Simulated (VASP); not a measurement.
The system is SiB2.

```xyz
3
Lattice="-1.8892 1.8892 2.1976 1.8892 -1.8892 2.1976 1.8892 1.8892 -2.1976" Properties=species:S:1:pos:R:3 pbc="T T T"
Si    0.0000    0.0000    2.1976
B     0.0000    1.8892    0.0000
B     1.8892    0.0000    0.0000
```

The cell was built by a generator and needn't be a form met in nature.

```yaml
Program: VASP 6.6.1
Task: relaxation of cell and atoms
Functional: PBE
Potentials_or_basis: VASP PAW PBE potentials, release 64 (Si, B)
Cutoff: 520 eV
k_mesh: 8 × 8 × 8
Occupations: gaussian, width 0.15 eV
Spin: no spin polarisation
```

At the start: pressure 15.9 GPa; volume 10.46 Å³/atom.

Q: How do energy, volume and symmetry change on relaxing?

A: Over 15 steps the energy falls by 789.8 meV/atom and the volume is 10.30 Å³/atom (-1.5 %); space group I4/mmm (No. 139, to 0.05 Å).

The path:
| step | energy change (eV) | largest force (eV/Å) | pressure (GPa) | volume (Å³) |
| --- | --- | --- | --- | --- |
| 1 | 0.0000 | 0.0000 | 15.91 | 31.37 |
| 2 | -0.8519 | 0.0000 | -16.62 | 35.95 |
| 3 | -0.8913 | 0.0000 | -20.30 | 36.92 |
| 4 | -2.0623 | 0.0000 | -13.71 | 33.53 |
| 5 | 57.9371 | 0.0000 | 705.22 | 19.39 |
| 6 | -2.1365 | 0.0000 | -12.68 | 33.27 |
| 7 | -2.0096 | 0.0000 | 14.34 | 30.32 |
| 8 | -2.3330 | 0.0000 | -6.21 | 32.26 |
| 9 | -2.3513 | 0.0000 | -0.76 | 31.60 |
| 10 | -2.3591 | 0.0000 | -3.09 | 31.86 |
| 11 | -2.3582 | 0.0000 | -2.10 | 31.75 |
| 12 | -2.3680 | 0.0000 | -1.32 | 31.24 |
| 13 | -2.3682 | 0.0000 | -1.26 | 31.16 |
| 14 | -2.3690 | 0.0000 | 0.60 | 30.76 |
| 15 | -2.3694 | 0.0000 | 0.10 | 30.90 |

Final structure:
```yaml
crystal:
  lattice:
    - [-2.21158, 2.21158, 1.57928]
    - [2.21158, -2.21158, 1.57928]
    - [2.21158, 2.21158, -1.57928]
  atoms:
    - { symbol: Si, position: [0.50000, 0.50000, 0.00000] }
    - { symbol: B, position: [0.50000, 0.00000, 0.50000] }
    - { symbol: B, position: [0.00000, 0.50000, 0.50000] }
```
